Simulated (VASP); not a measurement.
Output of a VASP run:

OSZICAR:
```
...
RMM:   3    -0.474031185798E+03    0.49253E-03   -0.27333E-02   636   0.401E-01    0.293E-01
RMM:   4    -0.474031064084E+03    0.12171E-03   -0.78695E-03   645   0.192E-01    0.125E-01
RMM:   5    -0.474031194819E+03   -0.13073E-03   -0.18158E-03   675   0.949E-02    0.664E-02
RMM:   6    -0.474031225252E+03   -0.30433E-04   -0.35724E-04   652   0.450E-02    0.322E-02
RMM:   7    -0.474031234535E+03   -0.92828E-05   -0.98843E-05   611   0.224E-02
   8 F= -.47403123E+03 E0= -.47403019E+03  d E =-.421419E-01  mag=     1.0000
       N       E                     dE             d eps       ncg     rms          rms(c)
DAV:   1    -0.474031292353E+03   -0.67101E-04   -0.15031E-02   744   0.315E-01    0.352E-02
RMM:   2    -0.474031298755E+03   -0.64019E-05   -0.23131E-04   632   0.389E-02    0.178E-02
RMM:   3    -0.474031296510E+03    0.22450E-05   -0.38506E-05   467   0.153E-02    0.116E-02
RMM:   4    -0.474031296027E+03    0.48326E-06   -0.94210E-06   377   0.696E-03
   9 F= -.47403130E+03 E0= -.47403024E+03  d E =-.422034E-01  mag=     1.0000
       N       E                     dE             d eps       ncg     rms          rms(c)
DAV:   1    -0.474042026741E+03   -0.10730E-01   -0.32272E+00   640   0.471E+00    0.495E-01
RMM:   2    -0.474044657118E+03   -0.26304E-02   -0.61795E-02   632   0.635E-01    0.248E-01
RMM:   3    -0.474044172242E+03    0.48488E-03   -0.10605E-02   634   0.248E-01    0.149E-01
RMM:   4    -0.474044191916E+03   -0.19674E-04   -0.30257E-03   650   0.118E-01    0.848E-02
RMM:   5    -0.474044226037E+03   -0.34121E-04   -0.67968E-04   666   0.573E-02    0.391E-02
RMM:   6    -0.474044236586E+03   -0.10550E-04   -0.13796E-04   652   0.276E-02    0.204E-02
RMM:   7    -0.474044241599E+03   -0.50122E-05   -0.29164E-05   421   0.130E-02
  10 F= -.47404424E+03 E0= -.47404325E+03  d E =-.129456E-01  mag=     1.0000
       N       E                     dE             d eps       ncg     rms          rms(c)
DAV:   1    -0.474044505390E+03   -0.26880E-03   -0.55528E-02   728   0.618E-01    0.655E-02
RMM:   2    -0.474044548248E+03   -0.42858E-04   -0.10528E-03   632   0.828E-02    0.324E-02
RMM:   3    -0.474044537738E+03    0.10510E-04   -0.17546E-04   632   0.322E-02    0.188E-02
RMM:   4    -0.474044537983E+03   -0.24558E-06   -0.49347E-05   498   0.153E-02
  11 F= -.47404454E+03 E0= -.47404354E+03  d E =-.132420E-01  mag=     1.0000
       N       E                     dE             d eps       ncg     rms          rms(c)
DAV:   1    -0.474046357469E+03   -0.18197E-02   -0.50891E-01   664   0.190E+00    0.197E-01
RMM:   2    -0.474046417038E+03   -0.59569E-04   -0.84944E-03   634   0.233E-01    0.882E-02
RMM:   3    -0.474046288833E+03    0.12821E-03   -0.16980E-03   634   0.959E-02    0.416E-02
RMM:   4    -0.474046310997E+03   -0.22164E-04   -0.40664E-04   647   0.447E-02    0.255E-02
RMM:   5    -0.474046316192E+03   -0.51958E-05   -0.74631E-05   569   0.204E-02
  12 F= -.47404632E+03 E0= -.47404527E+03  d E =-.177821E-02  mag=     1.0000
       N       E                     dE             d eps       ncg     rms          rms(c)
DAV:   1    -0.474046564794E+03   -0.25380E-03   -0.34407E-02   704   0.494E-01    0.496E-02
RMM:   2    -0.474046564911E+03   -0.11680E-06   -0.54366E-04   634   0.591E-02    0.214E-02
RMM:   3    -0.474046554261E+03    0.10650E-04   -0.10944E-04   632   0.240E-02    0.890E-03
RMM:   4    -0.474046555304E+03   -0.10429E-05   -0.22634E-05   395   0.107E-02
  13 F= -.47404656E+03 E0= -.47404551E+03  d E =-.201732E-02  mag=     1.0000
```

File OUTCAR:
```
------------------------ aborting loop because EDIFF is reached ----------------------------------------
  FORCE on cell =-STRESS in cart. coord.  units (eV):
  Direction    XX          YY          ZZ          XY          YZ          ZX
  --------------------------------------------------------------------------------------
  Total      -10.3013297    -12.0606620    -10.2936265     -0.0823724     -0.0227888     -3.4468278
  in kB      -24.5662995    -28.7619020    -24.5479291     -0.1964392     -0.0543462     -8.2198907
  external PRESSURE =     -25.9587102 kB  Pullay stress =       0.0000000 kB
  volume of cell :      671.84
      direct lattice vectors                 reciprocal lattice vectors
     8.758331436  0.000000000  0.000000000     0.114176999  0.000000000  0.000000000
     0.000000000  8.758331436  0.000000000     0.000000000  0.114176999  0.000000000
     0.000000000  0.000000000  8.758331436     0.000000000  0.000000000  0.114176999
  FREE ENERGIE OF THE ION-ELECTRON SYSTEM (eV)
  ---------------------------------------------------
  free  energy   TOTEN  =      -474.0465553035 eV

  energy  without entropy=     -474.0444659346  energy(sigma->0) =     -474.04551062

 total charge

# of ion       s       p       d       tot
------------------------------------------
    1        0.706   0.961   0.000   1.666
    2        0.698   0.964   0.000   1.662
    3        0.698   0.964   0.000   1.663
    4        0.697   0.963   0.000   1.660
    5        0.698   0.964   0.000   1.662
    6        0.697   0.959   0.000   1.656
    7        0.698   0.965   0.000   1.664
    8        0.698   0.965   0.000   1.663
    9        0.699   0.969   0.000   1.668
   10        0.699   0.974   0.000   1.673
   11        0.697   0.959   0.000   1.656
   12        0.699   0.969   0.000   1.669
   13        0.698   0.964   0.000   1.662
   14        0.706   0.964   0.000   1.669
   15        0.698   0.965   0.000   1.664
   16        0.698   0.964   0.000   1.662
   17        0.700   0.970   0.000   1.670
   18        0.700   0.971   0.000   1.671
   19        0.706   0.961   0.000   1.666
   20        0.699   0.969   0.000   1.669
   21        0.700   0.971   0.000   1.671
   22        0.698   0.964   0.000   1.662
   23        0.699   0.970   0.000   1.669
   24        0.700   0.970   0.000   1.671
   25        0.698   0.966   0.000   1.664
   26        0.697   0.959   0.000   1.656
   27        0.700   0.971   0.000   1.671
   28        0.698   0.963   0.000   1.661
   29        0.699   0.974   0.000   1.673
   30        0.700   0.971   0.000   1.671
   31        0.698   0.965   0.000   1.663
   32        0.837   1.696   0.000   2.533
   33        0.836   1.708   0.000   2.544
   34        0.837   1.696   0.000   2.533
   35        0.832   1.712   0.000   2.544
   36        0.832   1.717   0.000   2.549
   37        0.832   1.717   0.000   2.549
   38        0.832   1.711   0.000   2.543
   39        0.831   1.718   0.000   2.550
   40        0.870   1.589   0.000   2.459
   41        0.832   1.718   0.000   2.550
   42        0.831   1.718   0.000   2.549
   43        0.832   1.717   0.000   2.549
   44        0.832   1.711   0.000   2.543
   45        0.839   1.686   0.000   2.525
   46        0.839   1.691   0.000   2.529
   47        0.832   1.717   0.000   2.549
   48        0.883   1.550   0.000   2.433
...
```
(Selected blocks of OUTCAR.)

### POSCAR
```
C32Si31
1
    8.7583314355     0.0000000000     0.0000000000
    0.0000000000     8.7583314355    -0.0000000000
   -0.0000000000    -0.0000000000     8.7583314355
Si C
31 32
Direct
  0.5000000000   0.0000000000   0.0000000000
  0.7500000000   0.2500000000   0.0000000000
  0.7500000000   0.0000000000   0.2500000000
  0.0000000000   0.0000000000   0.0000000000
  0.2500000000   0.2500000000   0.0000000000
  0.5000000000   0.5000000000   0.0000000000
  0.7500000000   0.7500000000   0.0000000000
  0.2500000000   0.0000000000   0.2500000000
  0.4972140000   0.2450620000   0.2548990000
  0.7487510000   0.4986100000   0.2517380000
  0.5000000000   0.0000000000   0.5000000000
  0.7530920000   0.2478430000   0.5054840000
  0.7500000000   0.0000000000   0.7500000000
  0.0000000000   0.5000000000   0.0000000000
  0.2500000000   0.7500000000   0.0000000000
  0.0000000000   0.2500000000   0.2500000000
  0.2464360000   0.5025720000   0.2513470000
  0.5009670000   0.7511950000   0.2477850000
  0.0000000000   0.0000000000   0.5000000000
  0.2545540000   0.2490840000   0.5005970000
  0.7472710000   0.7453040000   0.5019940000
  0.2500000000   0.0000000000   0.7500000000
  0.4975690000   0.2508450000   0.7516880000
  0.7485470000   0.4992160000   0.7487720000
  0.0000000000   0.7500000000   0.2500000000
  0.0000000000   0.5000000000   0.5000000000
  0.2498400000   0.7453320000   0.4997760000
  0.0000000000   0.2500000000   0.7500000000
  0.2466570000   0.4957410000   0.7510680000
  0.5000840000   0.7450840000   0.7446970000
  0.0000000000   0.7500000000   0.7500000000
  0.6250000000   0.1250000000   0.1250000000
  0.8750000000   0.3750000000   0.1250000000
  0.8750000000   0.1250000000   0.3750000000
  0.1250000000   0.1250000000   0.1250000000
  0.3750000000   0.3750000000   0.1250000000
  0.6250000000   0.6250000000   0.1250000000
  0.8750000000   0.8750000000   0.1250000000
  0.3750000000   0.1250000000   0.3750000000
  0.6255350000   0.3803590000   0.3795560000
  0.8750000000   0.6250000000   0.3750000000
  0.6250000000   0.1250000000   0.6250000000
  0.8750000000   0.3750000000   0.6250000000
  0.8750000000   0.1250000000   0.8750000000
  0.1250000000   0.6250000000   0.1250000000
  0.3750000000   0.8750000000   0.1250000000
  0.1250000000   0.3750000000   0.3750000000
  0.3762130000   0.6271890000   0.3754630000
  0.6250000000   0.8750000000   0.3750000000
  0.1250000000   0.1250000000   0.6250000000
  0.3763920000   0.3803710000   0.6268990000
  0.6243910000   0.6218400000   0.6294230000
  0.8750000000   0.8750000000   0.6250000000
  0.3750000000   0.1250000000   0.8750000000
  0.6250000000   0.3750000000   0.8750000000
  0.8750000000   0.6250000000   0.8750000000
  0.1250000000   0.8750000000   0.3750000000
  0.1250000000   0.6250000000   0.6250000000
  0.3750000000   0.8750000000   0.6250000000
  0.1250000000   0.3750000000   0.8750000000
  0.3750000000   0.6250000000   0.8750000000
  0.6250000000   0.8750000000   0.8750000000
  0.1250000000   0.8750000000   0.8750000000
```

### Question
Reconstruct the remaining input files.

### Answer
Several could match; the one computed here: the input of the run itself, PBE GGA, plane waves, VASP's PBE PAW potentials (set 64).

KPOINTS:
```
Automatic mesh
0
gamma
  1 1 1
```

INCAR:
```
SYSTEM  =  C32Si31
PREC  =  Normal; ENCUT  =  400; LREAL  =  Auto
LASPH  =  T; ISYM  =  0; NELECT  =  251.0
EDIFF  =  1E-5; NELM  =  100; NELMIN  =  4
ALGO  =  Fast
ISMEAR  =  0; SIGMA  =  0.05
GGA  =  PE
ISPIN  =  2; MAGMOM  =  63*0.0159; NUPDOWN  =  1
IBRION  =  2; NSW  =  60; ISIF  =  2
EDIFFG  =  -0.03
LWAVE  =  T; LCHARG  =  F; LORBIT  =  10
```

POTCAR, in this order: Si C (PBE.64 set). Program: vasp_gam.

At this cut-off the stress carries a Pulay error, which pulls relaxed volumes low. The cell is charged, with a uniform compensating background. The supercell is sampled at Γ alone, which is coarse: total energies, pressure and levels can be off, energies of defects by several tenths of an eV.

The cell is a supercell with a defect, built from SiC (zinc blende): vac_Si, charge +1.
